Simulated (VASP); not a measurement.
The system is Al31Si.

```
CELL_PARAMETERS angstrom
8.08497 0.00000 0.00000
0.00000 -8.08497 0.00000
0.00000 0.00000 -8.08497
ATOMIC_POSITIONS crystal
Si 0.50000 0.75000 0.75000
Al 0.75000 0.50000 0.75000
Al 0.75000 0.75000 0.50000
Al 0.00000 0.75000 0.75000
Al 0.25000 0.50000 0.75000
Al 0.50000 0.25000 0.75000
Al 0.75000 0.00000 0.75000
Al 0.25000 0.75000 0.50000
Al 0.50000 0.50000 0.50000
Al 0.75000 0.25000 0.50000
Al 0.50000 0.75000 0.25000
Al 0.75000 0.50000 0.25000
Al 0.75000 0.75000 0.00000
Al 0.00000 0.25000 0.75000
Al 0.25000 0.00000 0.75000
Al 0.00000 0.50000 0.50000
Al 0.25000 0.25000 0.50000
Al 0.50000 0.00000 0.50000
Al 0.00000 0.75000 0.25000
Al 0.25000 0.50000 0.25000
Al 0.50000 0.25000 0.25000
Al 0.75000 0.00000 0.25000
Al 0.25000 0.75000 0.00000
Al 0.50000 0.50000 0.00000
Al 0.75000 0.25000 0.00000
Al 0.00000 0.00000 0.50000
Al 0.00000 0.25000 0.25000
Al 0.25000 0.00000 0.25000
Al 0.00000 0.50000 0.00000
Al 0.25000 0.25000 0.00000
Al 0.50000 0.00000 0.00000
Al 0.00000 0.00000 0.00000
```

The cell was built by a generator and needn't be a form met in nature.

```yaml
Program: VASP 6.6.1
Task: relaxation of cell and atoms
Functional: PBEsol
Potentials_or_basis: VASP PAW PBE potentials, release 64 (Si, Al)
Cutoff: 600 eV
k_mesh: 6 × 6 × 6
Occupations: methfessel-paxton, width 0.1 eV
Spin: no spin polarisation
```

At the start: pressure -2.0 GPa; volume 16.52 Å³/atom.

Task: Where does the relaxation end?

Result: Over 7 steps the energy falls by 3.0 meV/atom and the volume is 16.08 Å³/atom (-2.6 %); space group Pm-3m (No. 221, to 0.05 Å).

Step by step:
| step | energy change (eV) | largest force (eV/Å) | pressure (GPa) | volume (Å³) |
| --- | --- | --- | --- | --- |
| 1 | 0.0000 | 0.0824 | -2.02 | 528.49 |
| 2 | -0.0910 | 0.0653 | 0.30 | 512.71 |
| 3 | -0.0925 | 0.0671 | 0.04 | 514.39 |
| 4 | -0.0925 | 0.0680 | 0.00 | 514.67 |
| 5 | -0.0947 | 0.0476 | -0.01 | 514.71 |
| 6 | -0.0969 | 0.0136 | -0.03 | 514.81 |
| 7 | -0.0971 | 0.0098 | 0.01 | 514.54 |

Final structure:
```
CELL_PARAMETERS angstrom
8.01322 0.00000 0.00000
0.00000 -8.01322 0.00000
0.00000 0.00000 -8.01322
ATOMIC_POSITIONS crystal
Si 0.50000 0.75000 0.75000
Al 0.74873 0.50127 0.75000
Al 0.74873 0.75000 0.50127
Al 0.00000 0.75000 0.75000
Al 0.25127 0.50127 0.75000
Al 0.50000 0.25000 0.75000
Al 0.74873 0.99873 0.75000
Al 0.25127 0.75000 0.50127
Al 0.50000 0.50127 0.50127
Al 0.74981 0.25000 0.50019
Al 0.50000 0.75000 0.25000
Al 0.74981 0.50019 0.25000
Al 0.74873 0.75000 0.99873
Al 0.00000 0.25000 0.75000
Al 0.25127 0.99873 0.75000
Al 0.00000 0.50019 0.50019
Al 0.25019 0.25000 0.50019
Al 0.50000 0.99873 0.50127
Al 0.00000 0.75000 0.25000
Al 0.25019 0.50019 0.25000
Al 0.50000 0.25000 0.25000
Al 0.74981 0.99981 0.25000
Al 0.25127 0.75000 0.99873
Al 0.50000 0.50127 0.99873
Al 0.74981 0.25000 0.99981
Al 0.00000 0.99981 0.50019
Al 0.00000 0.25000 0.25000
Al 0.25019 0.99981 0.25000
Al 0.00000 0.50019 0.99981
Al 0.25019 0.25000 0.99981
Al 0.50000 0.99873 0.99873
Al 0.00000 0.99981 0.99981
```

Caveat: the PAW data sets were made with another functional, which shifts forces and pressure a little.
